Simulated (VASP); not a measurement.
ZrB: equation of state with r2SCAN

ZrB:

```
Zr B
1.0
     0.00000    2.45516    2.45516
     2.45516    0.00000    2.45516
     2.45516    2.45516    0.00000
Zr B
1 1
Direct
  0.00000 0.00000 0.00000
  0.50000 0.50000 0.50000
```

```yaml
Program: VASP 6.6.1
Task: equation of state
Functional: r2SCAN
Potentials_or_basis: VASP PAW PBE potentials, release 64 (Zr_sv, B)
Cutoff: 520 eV
k_mesh: 8 × 8 × 8
Occupations: fermi-dirac, width 0.05 eV
Spin: no spin polarisation
```

```json
{"Equilibrium volume": "14.82 Å³/atom", "Bulk modulus": "163 GPa", "Pressure derivative of the bulk modulus": "3.9 (rough: it moves with the points fitted)"}
```

Energy against volume, from the lowest point:
```
volume (Å³/atom)  energy (meV/atom)
          14.207              13.97
          14.503               3.63
          14.799               0.00
          15.095               2.45
          15.391              10.43
```

All runs of the series together: 3.4 min on 1 thread of Intel(R) Xeon(R) Platinum 8559C (Emerald Rapids) (shared host).

Caveat: the PAW data sets were made with another functional, which shifts forces and pressure a little.
